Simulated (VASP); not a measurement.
# MgO (space group Pm-3n): computed properties

All values below come from r2SCAN meta-GGA, VASP's PBE PAW potentials (set 64) (plane waves; VASP).

```yaml
space_group: Pm-3n (223)
cell: a = b = c = 5.567 Å, α = β = γ = 90.00°
volume_per_atom: 14.38 Å³/atom
band gap (over mesh and band path): 3.40 eV
smallest direct gap (over mesh and band path): 3.40 eV
band_edge_character: direct, Γ to Γ
density: 2.33 g/cm³
mean ε∞ (independent particles): 2.45
```

```cif
data_Mg6O6
_chemical_formula_sum 'Mg6 O6'
_space_group_name_H-M_alt 'Pm-3n'
_space_group_IT_number 223
_space_group_name_Hall '-P 4n 2 3'
_cell_length_a 5.56733
_cell_length_b 5.56733
_cell_length_c 5.56733
_cell_angle_alpha 90.000
_cell_angle_beta 90.000
_cell_angle_gamma 90.000
loop_
_atom_site_label
_atom_site_type_symbol
_atom_site_symmetry_multiplicity
_atom_site_Wyckoff_symbol
_atom_site_fract_x
_atom_site_fract_y
_atom_site_fract_z
_atom_site_occupancy
Mg1 Mg 6 c 0.00000 0.50000 0.25000 1
O1 O 6 d 0.00000 0.25000 0.50000 1
```

The structure comes from a computed database's MgO entry (Pm-3n); how it stands against other phases isn't given here. It was relaxed first. Symmetry was kept, so distortions that lower it aren't found.
